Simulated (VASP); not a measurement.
## PdPt3 (ordered alloy cell): computed properties

Computed with PBEsol GGA, VASP's PBE PAW potentials (set 64) (plane waves; VASP).

| Property | Value |
|---|---|
| space group | Cmmm (65) |
| cell | a = 5.5250 Å, b = 7.8048 Å, c = 2.7552 Å, α = 90.00°, β = 90.00°, γ = 90.00° |
| volume per atom | 14.85 Å^3/atom |
| band gap (over mesh and band path) | none (metal, semimetal or under 0.01 eV) |
| density | 19.33 g/cm³ |

```
CELL_PARAMETERS angstrom
     -0.00515     3.90162     3.90240
      3.90162    -0.00515     3.90240
      1.94824     1.94824     0.00000
ATOMIC_POSITIONS crystal
  Pt 0.00000 0.00000 0.00000
  Pt 0.00000 0.50000 0.00000
  Pt 0.50000 0.00000 0.00000
  Pd 0.50000 0.50000 0.00000
```

Unless said otherwise, spin-orbit coupling is left out, though it shifts the bands of the heavy elements here.

The structure was generated: PdPt3 was put into an ordered model structure (Cmmm), which need not be its known phase. It was relaxed first. Symmetry was kept, so distortions that lower it aren't found.
